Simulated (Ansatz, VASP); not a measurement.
## Cu (linear Cu chain): VASP beside Ansatz

Aim: how closely do two programs agree when they are given the same cell, functional and k mesh? The structure shown is the end of the Ansatz relaxation below.

Calculated with Ansatz 0.2.0; plane waves, with VASP 6.6.1 beside it; single point at RPBE.

**1. Starting point**

The cell holds 1 atom: 1 Cu. Cell: a = 7.500 Å, b = 7.500 Å, c = 2.344 Å, α = 90.0°, β = 90.0°, γ = 90.0°. Vacuum lies along a and b. The structure's axis is c.

As a file:

```cif
data_structure
_symmetry_space_group_name_H-M 'P 1'
_symmetry_Int_Tables_number 1
_cell_length_a 7.5000
_cell_length_b 7.5000
_cell_length_c 2.3442
_cell_angle_alpha 90.000
_cell_angle_beta 90.000
_cell_angle_gamma 90.000
_cell_volume 131.86
loop_
_atom_site_label
_atom_site_type_symbol
_atom_site_fract_x
_atom_site_fract_y
_atom_site_fract_z
_atom_site_occupancy
Cu1 Cu 0.50000 0.50000 0.00000 1
```

**2. Ansatz: relaxation, RPBE**

Ansatz runs on its default PAW (the set named soft_2) files.

This run makes the geometry at which the two programs are then compared.

input.yaml

```yaml
crystal:
  lattice:
    - [7.5, 0.0, 0.0]
    - [0.0, 7.5, 0.0]
    - [0.0, 0.0, 2.4552]
  atoms:
    - { symbol: Cu, position: [0.5, 0.5, 0.0], spin: 0.5 }
magnetization:
  spin_polarized: true
kpoints:
  mp_grid: { grid: [1, 1, 33] }
scf:
  occupations: { method: fermi_dirac, width: 0.05 }
hamiltonian:
  xc: rpbe
relax:
  cell: { fix: [a, b, alpha, beta, gamma] }
  max_steps: 60
```

The run is started by

```console
$ ansatz run input.yaml --threads 4 --pin off --max-ram 8192MiB --backend cpu --events-out ev --progress --plain --runs-dir out
```

Numbers of over 12 decimals in the logs are rounded to 6 here.

The log of the run:

```text
Engine: ansatz 0.2.0, aarch64-unknown-linux-gnu
Pseudopotentials: kind: paw
Pseudopotential: Cu, paw, valence charge 19, recommended cutoff 420 eV (normal), Cu.paw.azcp
Functional definition: RPBE
  parameter kappa = 0.804
  parameter beta = 0.066725
  exchange = rpbe_x(kappa = kappa, mu = beta*pi^2/3)
  correlation = pbe_c(beta = beta)
Crystal: 1 atoms, lattice volume = 138.105 Å³
Basis set: ecut = 420 eV, 2681 PW (Γ), exchange–correlation on 108×108×36 points (8 copies of the dense FFT grid, shifted against one another)
Bands: 14, of which v1, the nominal top of the filled ones, is band 10 counted from 1 (9 counted from 0)
Symmetry: 16 space group operations
Space group: P4/mmm (ITA 123), of the structure as read, at distance tolerance 5.2e-5 Å
Magnetic group: BNS 123.339 (UNI 999), of the structure as read, at distance tolerance 5.2e-5 Å
k-points: 17 of 33
Non-local potential: Cu, projectors of the file, l = 0: 3, l = 1: 2, l = 2: 3, l = 3: 1
PAW form: soft (Blöchl's): semilocal exchange-correlation on the pseudo side does not see the compensation charge
PAW frozen core: Cu, regenerated for the run's functional, and the local potential with it (the file was generated under x = pbe(κ = 0.804, μ = 0.219515), c = pbe(β = 0.066725))
PAW one-centre angular grid: Cu, 590 points (default); XC on 64 Gauss nodes
Initial density: superposition of atomic densities (neutral atoms: chi_scale 0, normalization atom)
Starting moments: Σ|m| = 0.5 μB on 1 of 1 site
Initial wavefunctions: pseudopotential atomic-orbital guess
Functional: x = rpbe, c = pbe(β = 0.066725)
SCF iter   1: F=—  HF=-6628.742014 eV  |F-HF|=—  |Δ(HF+E_count)|=         —  Δρ=2.64e-2 (↑2.64e-2 ↓1.34e-2)  dr2=1.32e0  dr2_m=7.68e-2  M=0.274 μB ∫|m|=0.304 μB  β_m=0.30  ethr=3.10e-3  ⟨swp⟩=4.9  Hψ=2675  notcnv=0
preconditioner: auto → LDOS  [metal: Δε(μ)=0.056 eV  Ē_g=5.966 eV  σ=0.050 eV  W_gap=0.26  n_scr=20 (ndim 8)  ℏωp=10.5 eV  f_vac=0.741  D(μ)=2.52/eV (n_scr^D=12)]
spin=Collinear: LDOS preconditioning applied to the charge; magnetization (m = ρ↑ − ρ↓) channel mixes plain (no charge-response kernel on spin).
SCF iter   2: F=—  HF=-6628.609245 eV  |F-HF|=—  |Δ(HF+E_count)|=   1.33e-1  Δρ=1.53e-2 (↑1.53e-2 ↓8.01e-3)  dr2=8.63e-2  dr2_m=1.62e-1  M=0.147 μB ∫|m|=0.166 μB  β_m=0.30  ethr=3.10e-3  ⟨swp⟩=2.7  Hψ=1063  notcnv=0  defer=7
preconditioner: auto → Resta (q_TF=auto, 1.960 Å⁻¹)  ε∞=3.7  [insulator: Δε(μ)=0.221 eV  Ē_g=6.415 eV  σ=0.050 eV  W_gap=0.52  n_scr=20 (ndim 8)  ℏωp=10.5 eV  f_vac=0.746  D(μ)=2.14/eV (n_scr^D=8)  ε∞_Penn≈3.7  vacuum switching on, ρ_ref=3.0e-3 e/Å³]
spin=Collinear: Resta preconditioning applied to the charge; magnetization (m = ρ↑ − ρ↓) channel mixes plain (no charge-response kernel on spin).
SCF iter   3: F=—  HF=-6628.616999 eV  |F-HF|=—  |Δ(HF+E_count)|=   7.75e-3  Δρ=1.16e-2 (↑1.16e-2 ↓6.24e-3)  dr2=4.66e-2  dr2_m=9.68e-2  M=0.136 μB ∫|m|=0.148 μB  β_m=0.30  ethr=4.54e-4  ⟨swp⟩=1.1  Hψ=472  notcnv=0  defer=7
SCF iter   4: F=—  HF=-6628.626796 eV  |F-HF|=—  |Δ(HF+E_count)|=   9.80e-3  Δρ=9.22e-3 (↑7.41e-3 ↓9.22e-3)  dr2=3.27e-3  dr2_m=8.69e-2  M=0.090 μB ∫|m|=0.100 μB  β_m=0.30  ethr=2.46e-4  ⟨swp⟩=2.0  Hψ=642  notcnv=0  defer=7
SCF iter   5: F=—  HF=-6628.636965 eV  |F-HF|=—  |Δ(HF+E_count)|=   1.02e-2  Δρ=7.45e-3 (↑5.61e-3 ↓7.45e-3)  dr2=2.84e-3  dr2_m=5.38e-2  M=0.074 μB ∫|m|=0.085 μB  β_m=0.30  ethr=1.72e-5  ⟨swp⟩=2.2  Hψ=800  notcnv=0  defer=7
SCF iter   6: F=—  HF=-6628.640037 eV  |F-HF|=—  |Δ(HF+E_count)|=   3.07e-3  Δρ=5.46e-3 (↑4.40e-3 ↓5.46e-3)  dr2=1.12e-3  dr2_m=3.07e-2  M=0.067 μB ∫|m|=0.077 μB  β_m=0.30  ethr=1.50e-5  ⟨swp⟩=2.0  Hψ=737  notcnv=0  defer=7
SCF iter   7: F=—  HF=-6628.641453 eV  |F-HF|=—  |Δ(HF+E_count)|=   1.42e-3  Δρ=3.64e-3 (↑3.64e-3 ↓3.56e-3)  dr2=6.75e-6  dr2_m=1.64e-2  M=0.065 μB ∫|m|=0.074 μB  β_m=0.30  ethr=5.87e-6  ⟨swp⟩=2.0  Hψ=746  notcnv=0  defer=7
Mixer restart at iter 7: flushing history
spin-set hold released at iteration 7 (site moments contracting): the magnetisation degrees of freedom join the quasi-Newton model from the next iteration; the mixer history was flushed
SCF iter   8: F=—  HF=-6628.642379 eV  |F-HF|=—  |Δ(HF+E_count)|=   9.25e-4  Δρ=3.25e-3 (↑2.70e-3 ↓3.25e-3)  dr2=2.85e-4  dr2_m=1.12e-2  M=0.056 μB ∫|m|=0.064 μB  β_m=0.51  ethr=3.55e-8  ⟨swp⟩=2.1  Hψ=853  notcnv=0  defer=7
SCF iter   9: F=—  HF=-6628.649893 eV  |F-HF|=—  |Δ(HF+E_count)|=   7.51e-3  Δρ=3.85e-3 (↑3.60e-3 ↓3.85e-3)  dr2=4.67e-2  dr2_m=3.20e-5  M=0.053 μB ∫|m|=0.056 μB  β_m=0.24  ethr=3.55e-8  ⟨swp⟩=4.1  Hψ=1404  notcnv=0  defer=7  recentre
[...]
spin=Collinear: Resta preconditioning applied to the charge; magnetization (m = ρ↑ − ρ↓) channel mixes plain (no charge-response kernel on spin).
[...]
SCF iter  10: F=-6628.669833 eV  HF=-6628.669833 eV  |F-HF|=4.05e-10  |Δ(HF+E_count)|=  4.93e-10  Δρ=9.60e-8 (↑8.74e-8 ↓9.60e-8)  dr2=3.68e-11  dr2_m=6.37e-13  M=0.000 μB ∫|m|=0.000 μB  ethr=1.65e-12  ⟨swp⟩=1.3  Hψ=1303  notcnv=0
the starting moments were not kept: the SCF closed with an absolute magnetisation of 2.5e-6 μB, where they sum to 0.5 μB in size (1 site). That is at most 0.1 of that sum. Measured as dr2_m measures the in/out step, that magnetisation stands 5.4e-12 eV from none, at or under the dr2_threshold of 1.0e-7 eV: it is no larger than a step whose dr2_m would equal this threshold.
SCF 4 converged in 10 iterations: F = -6628.669833 eV  dr2 = 3.68e-11
relax step   4: F+E_penalty+E_count = -6628.66983297 eV  Δ(F+E_penalty+E_count) = -1.182e-3 eV  max|allowed force component| = 0.000e0 eV/Å  Δτ_max = 0.0000 Å  P = -0.074 GPa  Ω = 131.863 Å³  energy of the carried Pulay correction = +6.764e-4 eV  fix = [a, b, alpha, beta, gamma]  reactions: a -0.118, b -0.118 GPa  (10 SCF iters, dr2 threshold 1.00e-7 eV, accepted)
Basis set: ecut = 420 eV, 2551 PW (Γ), exchange–correlation on 108×108×32 points (8 copies of the dense FFT grid, shifted against one another)
Initial wavefunctions: pseudopotential atomic-orbital guess (no wavefunctions were taken with the density)
iter 1 solved again at ethr=1.68e-7 eV; its pass at ethr=3.10e-3 eV (dr2=3.20e-5 eV) is discarded
SCF iter   1: F=—  HF=-6628.669052 eV  |F-HF|=—  |Δ(HF+E_count)|=         —  Δρ=3.60e-5 (↑3.60e-5 ↓3.60e-5)  dr2=1.16e-6  dr2_m=6.58e-13  M=0.000 μB ∫|m|=0.000 μB  β_m=0.30  ethr=1.68e-7  ⟨swp⟩=3.1  Hψ=4018  notcnv=0
preconditioner: auto → Resta (q_TF=auto, 1.975 Å⁻¹)  ε∞=3.5  [insulator: Δε(μ)=0.152 eV  Ē_g=6.717 eV  σ=0.050 eV  W_gap=0.63  n_scr=20 (ndim 8)  ℏωp=10.7 eV  f_vac=0.754  D(μ)=1.52/eV (n_scr^D=8)  ε∞_Penn≈3.5  vacuum switching on, ρ_ref=3.3e-3 e/Å³]
spin=Collinear: Resta preconditioning applied to the charge; magnetization (m = ρ↑ − ρ↓) channel mixes plain (no charge-response kernel on spin).
SCF iter   2: F=—  HF=-6628.669057 eV  |F-HF|=—  |Δ(HF+E_count)|=   5.25e-6  Δρ=5.04e-5 (↑5.04e-5 ↓5.04e-5)  dr2=7.09e-6  dr2_m=4.16e-13  M=0.000 μB ∫|m|=0.000 μB  β_m=0.30  ethr=6.09e-9  ⟨swp⟩=2.0  Hψ=760  notcnv=0
SCF iter   3: F=—  HF=-6628.669058 eV  |F-HF|=—  |Δ(HF+E_count)|=   6.76e-7  Δρ=1.89e-5 (↑1.89e-5 ↓1.89e-5)  dr2=2.49e-7  dr2_m=2.92e-13  M=0.000 μB ∫|m|=0.000 μB  β_m=0.22  ethr=6.09e-9  ⟨swp⟩=2.0  Hψ=664  notcnv=0
SCF iter   4: F=—  HF=-6628.669058 eV  |F-HF|=—  |Δ(HF+E_count)|=   6.07e-7  Δρ=9.00e-6 (↑9.00e-6 ↓9.00e-6)  dr2=6.06e-8  dr2_m=1.52e-13  M=0.000 μB ∫|m|=0.000 μB  β_m=0.68  ethr=1.31e-9  ⟨swp⟩=2.9  Hψ=809  notcnv=0
SCF iter   5: F=—  HF=-6628.669058 eV  |F-HF|=—  |Δ(HF+E_count)|=   2.02e-7  Δρ=2.83e-6 (↑2.81e-6 ↓2.83e-6)  dr2=2.39e-8  dr2_m=9.12e-14  M=0.000 μB ∫|m|=0.000 μB  β_m=0.84  ethr=3.19e-10  ⟨swp⟩=2.0  Hψ=770  notcnv=0
SCF iter   6: F=—  HF=-6628.669058 eV  |F-HF|=—  |Δ(HF+E_count)|=   4.67e-9  Δρ=2.70e-7 (↑2.70e-7 ↓2.59e-7)  dr2=1.46e-10  dr2_m=6.13e-14  M=0.000 μB ∫|m|=0.000 μB  β_m=0.87  ethr=1.26e-10  ⟨swp⟩=2.5  Hψ=648  notcnv=0
SCF iter   7: F=—  HF=-6628.669058 eV  |F-HF|=—  |Δ(HF+E_count)|=   6.14e-8  Δρ=7.59e-8 (↑7.59e-8 ↓6.43e-8)  dr2=1.29e-11  dr2_m=5.09e-14  M=0.000 μB ∫|m|=0.000 μB  β_m=0.94  ethr=1.00e-12  ⟨swp⟩=2.1  Hψ=602  notcnv=0
SCF iter   8: F=-6628.669058 eV  HF=-6628.669058 eV  |F-HF|=4.55e-12  |Δ(HF+E_count)|=  1.82e-12  Δρ=1.37e-8 (↑3.70e-9 ↓1.37e-8)  dr2=3.16e-13  dr2_m=3.66e-14  M=0.000 μB ∫|m|=0.000 μB  ethr=1.00e-12  ⟨swp⟩=4.1  Hψ=1553  notcnv=0
the starting moments were not kept: the SCF closed with an absolute magnetisation of 5.9e-7 μB, where they sum to 0.5 μB in size (1 site). That is at most 0.1 of that sum. Measured as dr2_m measures the in/out step, that magnetisation stands 9.4e-13 eV from none, at or under the dr2_threshold of 1.0e-11 eV: it is no larger than a step whose dr2_m would equal this threshold.
SCF 5 converged in 8 iterations: F = -6628.669058 eV  dr2 = 3.16e-13
relax step   5: F+E_penalty+E_count = -6628.66905829 eV  Δ(F+E_penalty+E_count) = +7.747e-4 eV  max|allowed force component| = 0.000e0 eV/Å  Δτ_max = 0.0000 Å  P = -0.072 GPa  Ω = 131.863 Å³  fix = [a, b, alpha, beta, gamma]  reactions: a -0.116, b -0.116 GPa  stress off target by 1.63e-2 GPa on what of the cell is left free  SCF on the basis re-selected at this cell (its energy is not comparable with the rows above)  (8 SCF iters)
basis re-selected at this cell: Δ(F+E_penalty+E_count) = +7.747e-4 eV, ΔP = +0.002 GPa vs the last step (what re-selecting the basis moved, of the pressure what is left beyond the Pulay correction that the steps carried, after the strain that the cell walked since its last selection, with what the two solves' SCF thresholds leave and, on support functions, any second-order correction that the steps lacked; it is no measure of the basis error at this ecutwfc). The dense FFT grid was sized anew with the basis: this SCF ran on 54×54×16 points, the steps before it on 54×54×18, so part of this shift can come from that change (see relax.cell in the input reference). [rest of the remark cut]
SCF converged after 8 iterations
Magnetization: 0.0000 μB (9.5000 up, 9.5000 down)
Absolute magnetization: 0.0000 μB (∫|ρ↑−ρ↓|, with the PAW one-centre terms)
Spin contamination: 0.0000 ħ² per cell (⟨S²⟩ above its minimum at these occupations)
Per-site moments (μB) at R_I (Å): [(5.652006452166523e-7, 0.966999)]
Free energy (F): -6628.669058 eV
Harris-Foulkes:  -6628.669058 eV  (|F-HF|=4.55e-12)
Internal energy: -6628.654876 eV  (E = F + TS)
E sigma→0 (E₀):  -6628.661967 eV
Entropy (-TS):   -0.014182 eV (-14.182 meV/atom)
Fermi energy:    -3.149002 eV
--- Per-component energies (eV) ---
  E_band       = -699.327956
  E_kinetic    = 299.794886
  E_local      = -9142.248436  (includes V_loc(G=0)·N_el)
  E_nonlocal   = 401.722350
  E_hartree    = 4162.087917
  E_xc         = -86.040357
  E_vxc        = -110.226611  (∫ρ·V_xc dr)
  E_paw        = -1679.577576  (= ΣΔE_a)
  E_vpaw       = -472.546208  (= ΣTr[D̂ρ^β])
  E_aug_tail   = 0.000293  (compensation charges beyond the density's cutoff)
  E_ewald      = -584.351691
  E_core_change = -0.042261  (= ΣΔE_core)
  E_smearing   = -0.014182  (= −TS)
  E_closure    = 0.000000  (closes the sum)
  Σ components = -6628.669058   (vs F -6628.669058, Δ=0.00e0)
--- Forces (eV/Å), atoms counted from 1 ---
  atom   1  Cu     0.00000000    -0.00000000     0.00000000
  max |Σ_I F_I| component: 2.52e-29 eV/Å
--- Stress (GPa, compression-positive) ---
       -0.116002       0.000000       0.000000
        0.000000      -0.116002       0.000000
        0.000000       0.000000       0.016279
  P = ⅓ Tr σ = -0.0719 GPa (-0.719 kbar)
--- Relaxed structure (4 steps of the walk, 4 accepted, 1 SCFs on fresh bases) ---
  F+E_penalty+E_count = -6628.66905829 eV   max|allowed force component| = 0.000e0 eV/Å   (the final SCF, on the basis selected at the relaxed cell)
  cell:  # Å, volume = 131.8634 Å³
    - [7.5, 0.0, 0.0]
    - [0.0, 7.5, 0.0]
    - [0.0, 0.0, 2.344239]
  atoms:
    - { symbol: Cu, position: [0.5, 0.5, 0.0] }
```

[end of part 1 of 2]

[Lines on the potential files, build, host, timing and source positions are cut from VASP's logs without a mark.]

[Logs are printed without paths, hosts, clocks, repeated set-up lines and the standing remarks that a program may print on its own settings, such as how far it seeks lower states.]

[Hosts, paths, dates, database ids (printed as entryN), source tags and the programs' standing remarks are cut or masked in the printed files.]
